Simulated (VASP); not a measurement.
# LuMnIn (P-6m2) in VASP: a series of runs, part 3 of 3

VASP 6.6.1. The steps go on from the part before.

**6. Relaxation of cell and atoms, r2SCAN, collinear spin, ferromagnetic start**

INCAR

```
SYSTEM = LuMnIn
PREC = Accurate
ENCUT = 600
EDIFF = 1E-7
ISMEAR = 1
SIGMA = 0.1
LREAL = .False.
LASPH = .True.
NELM = 120
ALGO = Normal
ISIF = 3
LWAVE = .False.
LCHARG = .False.
ISPIN = 2
MAGMOM = 0 0 4
LORBIT = 11
LMAXMIX = 4
METAGGA = R2SCAN
LMIXTAU = .True.
IBRION = 2
NSW = 40
EDIFFG = -0.01
```

KPOINTS

```
Automatic mesh
0
Gamma
  7 7 8
  0 0 0
```

POSCAR

```
LuMnIn
1.0
    4.7365597518      0.0000000000      0.0000000000
   -2.3682798759      4.1019810716      0.0000000000
    0.0000000000      0.0000000000      3.4007410000
Lu In Mn
1 1 1
Direct
    0.0000000000      0.0000000000      0.0000000000
    0.6666666667      0.3333333333      0.5000000000
    0.3333333333      0.6666666667      0.5000000000
```

Potentials or basis: VASP PAW PBE potentials, release 64 (Lu, In_d, Mn_pv).

Started as:

```
> cat potpaw_PBE.64/Lu/POTCAR potpaw_PBE.64/In_d/POTCAR potpaw_PBE.64/Mn_pv/POTCAR > POTCAR
> mpirun -np 1 vasp_std > vasp.out
```

OUTCAR:

```text
SYSTEM = LuMnIn
   PREC = Accurate
   ENCUT = 600
   EDIFF = 1E-7
   ISMEAR = 1
   LREAL = .False.
   LASPH = .True.
   NELM = 120
   ISIF = 3
   ISPIN = 2
   LORBIT = 11
   METAGGA = R2SCAN
   IBRION = 2
   NSW = 40
   EDIFFG = -0.01

 ion  position               nearest neighbor table
   1  0.000  0.000  0.000-   2 3.22   3 3.22   2 3.22   3 3.22   3 3.22   3 3.22   2 3.22   2 3.22
                             2 3.22   2 3.22   3 3.22   3 3.22
   2  0.667  0.333  0.500-   3 2.73   3 2.73   3 2.73   1 3.22   1 3.22   1 3.22   1 3.22   1 3.22
                             1 3.22
   3  0.333  0.667  0.500-   2 2.73   2 2.73   2 2.73   1 3.22   1 3.22   1 3.22   1 3.22   1 3.22
                             1 3.22

  LATTYP: Found a hexagonal cell.
 ALAT       =     4.7365597518
 C/A-ratio  =     0.7179770083

  Lattice vectors:

 A1 = (   4.7365597518,   0.0000000000,   0.0000000000)
 A2 = (  -2.3682798759,   4.1019810716,   0.0000000000)
 A3 = (   0.0000000000,   0.0000000000,   3.4007410000)

Analysis of symmetry for initial positions (statically):
=====================================================================
 Subroutine PRICEL returns:
 Original cell was already a primitive cell.

 Routine SETGRP: Setting up the symmetry group for a
 hexagonal supercell.

 Subroutine GETGRP returns: Found 12 space group operations
 (whereof 12 operations were pure point group operations)
 out of a pool of 24 trial point group operations.

The static configuration has the point symmetry D_3h.

Analysis of symmetry for dynamics (positions and initial velocities):
=====================================================================
 Subroutine PRICEL returns:
 Original cell was already a primitive cell.

 Routine SETGRP: Setting up the symmetry group for a
 hexagonal supercell.

 Subroutine GETGRP returns: Found 12 space group operations
 (whereof 12 operations were pure point group operations)
 out of a pool of 24 trial point group operations.

The dynamic configuration has the point symmetry D_3h.

Analysis of structural, dynamic, and magnetic symmetry:
[... 155 lines left out ...]
 number of electron      50.9999991 magnetization       3.7157051

 Free energy of the ion-electron system (eV)
  ---------------------------------------------------
  ext. energy  EPLUGINS =         0.00000000
  ---------------------------------------------------
  free energy    TOTEN  =       -76.38066327 eV

  energy without entropy =      -76.38054009  energy(sigma->0) =      -76.38062221

------------------------ aborting loop because EDIFF is reached ----------------------------------------

  FORCE on cell =-STRESS in cart. coord.  units (eV):
  Direction    XX          YY          ZZ          XY          YZ          ZX
  --------------------------------------------------------------------------------------
  -------------------------------------------------------------------------------------
  Total        0.1846712      0.1846712      0.2895322      0.0000000      0.0000000      0.0000000
  in kB        4.4779536      4.4779536      7.0206476      0.0000000      0.0000000      0.0000000
  external PRESSURE =       5.3255183 kB  Pullay stress =       0.0000000 kB
[... 172 lines left out ...]
--------------------------------------- Ionic step        6  -------------------------------------------

 number of electron      50.9999990 magnetization       3.7329653

 Free energy of the ion-electron system (eV)
  ---------------------------------------------------
  ext. energy  EPLUGINS =         0.00000000
  ---------------------------------------------------
  free energy    TOTEN  =       -76.38194825 eV

  energy without entropy =      -76.38202988  energy(sigma->0) =      -76.38197546

 E-fermi :   5.7562     XC(G=0): -12.0379

 val. band max:        5.7283139441   @ k =   0.1429   0.0000   0.2500
 cond. band min:       5.7688584371   @ k =   0.0000   0.0000   0.3750
 fundamental gap:      0.0405444930
 Fermi energy:         5.7561533106

 spin component 1

 k-point     1 :       0.0000    0.0000    0.0000
  band No.  band energies     occupation
      1     -52.4053      1.00000
      2     -47.1424      1.00000
      3     -47.1423      1.00000
      4     -47.0471      1.00000
      5     -22.4199      1.00000
      6     -22.4198      1.00000
[... 829 lines left out ...]
     31       9.2775      0.00000
     32      10.3092      0.00000

 [... further k-points ...]

 spin component 2

 k-point     1 :       0.0000    0.0000    0.0000
  band No.  band energies     occupation
      1     -52.4675      1.00000
      2     -41.6422      1.00000
      3     -41.6420      1.00000
      4     -41.5213      1.00000
      5     -22.5067      1.00000
      6     -22.5067      1.00000
[... 861 lines left out ...]
  FREE ENERGIE OF THE ION-ELECTRON SYSTEM (eV)
  ---------------------------------------------------
  free  energy   TOTEN  =       -76.3819482479 eV

  energy  without entropy=      -76.3820298840  energy(sigma->0) =      -76.38197546

 reached required accuracy - stopping structural energy minimisation

 total charge

# of ion       s       p       d       f       tot
--------------------------------------------------
    1        2.227   6.063   0.767  13.973  23.031
    2        0.893   0.932   9.826   0.000  11.651
    3        0.345   6.233   4.852   0.000  11.429
--------------------------------------------------
tot          3.464  13.228  15.445  13.973  46.111

 magnetization (x)

# of ion       s       p       d       f       tot
--------------------------------------------------
    1       -0.028  -0.014  -0.163   0.004  -0.201
    2       -0.010  -0.047   0.003   0.000  -0.054
    3        0.053   0.042   3.926   0.000   4.021
--------------------------------------------------
tot          0.015  -0.018   3.767   0.004   3.767
```

CONTCAR:

```text
LuMnIn
   1.00000000000000
     4.7427171515921511    0.0000000000000000    0.0000000000000000
    -2.3713585757960756    4.1073135362412536    0.0000000000000000
     0.0000000000000000   -0.0000000000000000    3.4215834927288320
  Lu              In              Mn
     1     1     1
Direct
     0.0000000000000000    0.0000000000000000    0.0000000000000000
     0.6666666667000030    0.3333333332999970    0.5000000000000000
     0.3333333332999970    0.6666666667000030    0.5000000000000000

  0.00000000E+00  0.00000000E+00  0.00000000E+00
  0.00000000E+00  0.00000000E+00  0.00000000E+00
  0.00000000E+00  0.00000000E+00  0.00000000E+00
```

It took 54 min on 1 thread of Intel Xeon Platinum 8488C (Sapphire Rapids), shared host; peak memory 0.41 GiB.

What came out:

```
Free energy                                           : -76.3819 eV
Relaxed volume                                        : 22.22 Å³/atom
Relaxed cell                                          : a = 4.743 Å, b = 4.743 Å, c = 3.422 Å, α = 90.00°, β = 90.00°, γ = 120.00°
Space group after relaxing (to 0.05 Å)                : P-6m2 (No. 187)
Energy gained by relaxing                             : 0.4 meV/atom
Ionic steps                                           : 6
Pressure after relaxing                               : 0.0 GPa
Band gap on the k mesh                                : none (metal or under the smearing width)
Net moment                                            : 3.73 μB per cell
Site moments                                          : Lu -0.20; In -0.05; Mn +4.02 μB
Valence electrons inside the program's atomic spheres : Lu 23.03; In 11.65; Mn 11.43
```

Step by step:
| step | energy change (eV) | largest force (eV/Å) | pressure (GPa) | volume (Å³) |
| --- | --- | --- | --- | --- |
| 1 | 0.0000 | 0.0000 | 0.53 | 66.07 |
| 2 | -0.0009 | 0.0000 | -0.20 | 66.78 |
| 3 | -0.0010 | 0.0000 | -0.05 | 66.63 |
| 4 | -0.0010 | 0.0000 | -0.04 | 66.62 |
| 5 | -0.0012 | 0.0000 | -0.03 | 66.64 |
| 6 | -0.0013 | 0.0000 | -0.02 | 66.65 |

Final structure:
```cif
data_structure
_symmetry_space_group_name_H-M 'P 1'
_symmetry_Int_Tables_number 1
_cell_length_a 4.7427
_cell_length_b 4.7427
_cell_length_c 3.4216
_cell_angle_alpha 90.000
_cell_angle_beta 90.000
_cell_angle_gamma 120.000
_cell_volume 66.65
loop_
_atom_site_label
_atom_site_type_symbol
_atom_site_fract_x
_atom_site_fract_y
_atom_site_fract_z
_atom_site_occupancy
Lu1 Lu 0.00000 0.00000 0.00000 1
In1 In 0.66667 0.33333 0.50000 1
Mn1 Mn 0.33333 0.66667 0.50000 1
```

Caveat: the PAW data sets were made with another functional, which shifts forces and pressure a little; spin-orbit coupling is left out, which moves the levels of the heavy elements.

**7. Relaxation of cell and atoms, r2SCAN+rVV10, collinear spin, ferromagnetic start**

INCAR

```
ALGO = Normal ; BPARAM = 11.95
CPARAM = 0.0093 ; EDIFF = 1E-6
EDIFFG = -0.02 ; ENCUT = 600
IBRION = 2 ; ISIF = 3
ISMEAR = 1 ; ISPIN = 2
IVDW_NL = 2 ; LASPH = T
LCHARG = F ; LMAXMIX = 4
LMIXTAU = T ; LORBIT = 11
LREAL = F ; LUSE_VDW = T
LWAVE = F ; MAGMOM = 0 0 4
METAGGA = R2SCAN ; NELM = 100
NSW = 60 ; PREC = Accurate
SIGMA = 0.1
```

KPOINTS

```
k-points
0
Gamma
  7 7 8
```

POSCAR is that of step 6.

Potentials or basis: VASP PAW PBE potentials, release 64 (Lu, In_d, Mn_pv).

Started as:

```
> cat potpaw_PBE.64/Lu/POTCAR potpaw_PBE.64/In_d/POTCAR potpaw_PBE.64/Mn_pv/POTCAR > POTCAR
> mpirun -np 1 vasp_std > vasp.out
```

OUTCAR:

```text
BPARAM = 11.95
   EDIFF = 1E-6
   EDIFFG = -0.02
   ENCUT = 600
   IBRION = 2
   ISIF = 3
   ISMEAR = 1
   ISPIN = 2
   IVDW_NL = 2
   LASPH = T
   LORBIT = 11
   LREAL = F
   METAGGA = R2SCAN
   NELM = 100
   NSW = 60
   PREC = Accurate

 ion  position               nearest neighbor table
   1  0.000  0.000  0.000-   2 3.22   3 3.22   2 3.22   3 3.22   3 3.22   3 3.22   2 3.22   2 3.22
                             2 3.22   2 3.22   3 3.22   3 3.22
   2  0.667  0.333  0.500-   3 2.73   3 2.73   3 2.73   1 3.22   1 3.22   1 3.22   1 3.22   1 3.22
                             1 3.22
   3  0.333  0.667  0.500-   2 2.73   2 2.73   2 2.73   1 3.22   1 3.22   1 3.22   1 3.22   1 3.22
                             1 3.22

  LATTYP: Found a hexagonal cell.
 ALAT       =     4.7365597518
 C/A-ratio  =     0.7179770083

  Lattice vectors:

 A1 = (   4.7365597518,   0.0000000000,   0.0000000000)
 A2 = (  -2.3682798759,   4.1019810716,   0.0000000000)
 A3 = (   0.0000000000,   0.0000000000,   3.4007410000)

Analysis of symmetry for initial positions (statically):
=====================================================================
 Subroutine PRICEL returns:
[... 201 lines left out ...]
  in kB       -5.5456735     -5.5456735     -3.3708651      0.0000000      0.0000000      0.0000000
  external PRESSURE =      -4.8207374 kB  Pullay stress =       0.0000000 kB
[... 61 lines left out ...]
--------------------------------------- Ionic step        3  -------------------------------------------

 number of electron      50.9999992 magnetization       3.7114765

 Free energy of the ion-electron system (eV)
  ---------------------------------------------------
  ext. energy  EPLUGINS =         0.00000000
  ---------------------------------------------------
  free energy    TOTEN  =       -74.94321851 eV

  energy without entropy =      -74.94298408  energy(sigma->0) =      -74.94314037

 E-fermi :   5.8564     XC(G=0): -12.1490

 val. band max:        5.8382953456   @ k =   0.0000   0.0000   0.3750
 cond. band min:       5.8642102393   @ k =   0.1429   0.0000   0.5000
 fundamental gap:      0.0259148937
 Fermi energy:         5.8563914497

 spin component 1

 k-point     1 :       0.0000    0.0000    0.0000
  band No.  band energies     occupation
      1     -52.2187      1.00000
      2     -47.0135      1.00000
      3     -47.0135      1.00000
      4     -46.9116      1.00000
      5     -22.2407      1.00000
      6     -22.2407      1.00000
[... 829 lines left out ...]
     31       9.4205      0.00000
     32      10.4726      0.00000

 [... further k-points ...]

 spin component 2

 k-point     1 :       0.0000    0.0000    0.0000
  band No.  band energies     occupation
      1     -52.2826      1.00000
      2     -41.5392      1.00000
      3     -41.5390      1.00000
      4     -41.4135      1.00000
      5     -22.3297      1.00000
      6     -22.3297      1.00000
[... 861 lines left out ...]
  FREE ENERGIE OF THE ION-ELECTRON SYSTEM (eV)
  ---------------------------------------------------
  free  energy   TOTEN  =       -74.9432185112 eV

  energy  without entropy=      -74.9429840770  energy(sigma->0) =      -74.94314037

 reached required accuracy - stopping structural energy minimisation

 total charge

# of ion       s       p       d       f       tot
--------------------------------------------------
    1        2.229   6.066   0.781  13.973  23.049
    2        0.893   0.943   9.827   0.000  11.663
    3        0.348   6.237   4.852   0.000  11.437
--------------------------------------------------
tot          3.470  13.246  15.460  13.973  46.149

 magnetization (x)

# of ion       s       p       d       f       tot
--------------------------------------------------
    1       -0.028  -0.014  -0.165   0.004  -0.203
    2       -0.010  -0.046   0.003   0.000  -0.054
    3        0.052   0.043   3.908   0.000   4.003
--------------------------------------------------
tot          0.013  -0.018   3.746   0.004   3.745
```

Wall time 36 min (1 thread of Intel Xeon Platinum 8488C (Sapphire Rapids), shared host); peak memory 0.57 GiB.

What came out:

| Property | Result |
| --- | --- |
| Free energy | -74.9432 eV |
| Relaxed volume | 21.89 Å³/atom |
| Relaxed cell | a = 4.725 Å, b = 4.725 Å, c = 3.396 Å, α = 90.00°, β = 90.00°, γ = 120.00° |
| Space group after relaxing (to 0.05 Å) | P-6m2 (No. 187) |
| Energy gained by relaxing | 0.2 meV/atom |
| Ionic steps | 3 |
| Pressure after relaxing | 0.0 GPa |
| Band gap on the k mesh | none (metal or under the smearing width) |
| Net moment | 3.71 μB per cell |
| Site moments | Lu -0.20; In -0.05; Mn +4.00 μB |
| Valence electrons inside the program's atomic spheres | Lu 23.05; In 11.66; Mn 11.44 |

The path:
| step | energy change (eV) | largest force (eV/Å) | pressure (GPa) | volume (Å³) |
| --- | --- | --- | --- | --- |
| 1 | 0.0000 | 0.0000 | -0.48 | 66.07 |
| 2 | -0.0005 | 0.0000 | 0.24 | 65.44 |
| 3 | -0.0007 | 0.0000 | -0.01 | 65.66 |

Final structure:
```
Lu In Mn
1.0
     4.72517    0.00000    0.00000
    -2.36258    4.09212    0.00000
     0.00000    0.00000    3.39577
Lu In Mn
1 1 1
Direct
  0.00000 0.00000 0.00000
  0.66667 0.33333 0.50000
  0.33333 0.66667 0.50000
```

Caveat: the PAW data sets were made with another functional, which shifts forces and pressure a little; spin-orbit coupling is left out, which moves the levels of the heavy elements.

**8. For comparison**

An earlier run on the cell as given: functional PBE; potentials or basis VASP PAW PBE potentials, release 64 (Lu, In_d, Mn_pv); cutoff 520 eV; k mesh 7 × 7 × 8; occupations fermi-dirac, width 0.05 eV; collinear spin, ferromagnetic start; starting moments [0.0, 0.0, 4.0] μB.

* Pressure: 0.0 GPa
* Band gap on the k mesh: none (metal or under the smearing width)
* Net moment: 3.51 μB per cell
* Site moments: Lu -0.15; In -0.04; Mn +3.62 μB
* Valence electrons inside the program's atomic spheres: Lu 23.09; In 11.59; Mn 11.46

**9. Summary**

| task | level | potentials or basis | cell | cutoff (eV) | smearing | gap on the mesh (eV) | pressure (GPa) | moment (μB) | relaxed volume (Å³/atom) |
| --- | --- | --- | --- | --- | --- | --- | --- | --- | --- |
| single point | RPBE | VASP PAW PBE potentials, release 64 (Lu_3, In_d, Mn_sv), 4f in core | as given | 600 | gaussian 0.05 eV | none | 2.1 | 3.53 | - |
| single point | LDA | VASP PAW PBE potentials, release 64 (Lu_3, In_d, Mn_sv), 4f in core | as given | 600 | gaussian 0.1 eV | none | -7.7 | 3.46 | - |
| single point | PBE | VASP PAW PBE potentials, release 64 (Lu_3, In_d, Mn_sv), 4f in core | as given | 600 | gaussian 0.1 eV | none | -0.5 | 3.51 | - |
| relaxation of cell and atoms | r2SCAN | VASP PAW PBE potentials, release 64 (Lu, In_d, Mn_pv) | relaxed | 600 | methfessel-paxton 0.1 eV | none | 0.0 | 3.73 | 22.22 |
| relaxation of cell and atoms | r2SCAN+rVV10 | VASP PAW PBE potentials, release 64 (Lu, In_d, Mn_pv) | relaxed | 600 | methfessel-paxton 0.1 eV | none | 0.0 | 3.71 | 21.89 |
| single point | PBE | VASP PAW PBE potentials, release 64 (Lu, In_d, Mn_pv) | as given | 520 | fermi-dirac 0.05 eV | none | 0.0 | 3.51 | - |

Alike in all rows: spin collinear, ferromagnetic start; k mesh 7 × 7 × 8.

Caveats: spin-orbit coupling is left out, which moves the levels of the heavy elements; the PAW data sets were made with another functional, which shifts forces and pressure a little (some runs); ASE's xc='lda' writes no GGA tag, so the PBE potentials set the functional and the run is PBE (some runs).

Absolute energies hang on the potentials; compare differences alone.
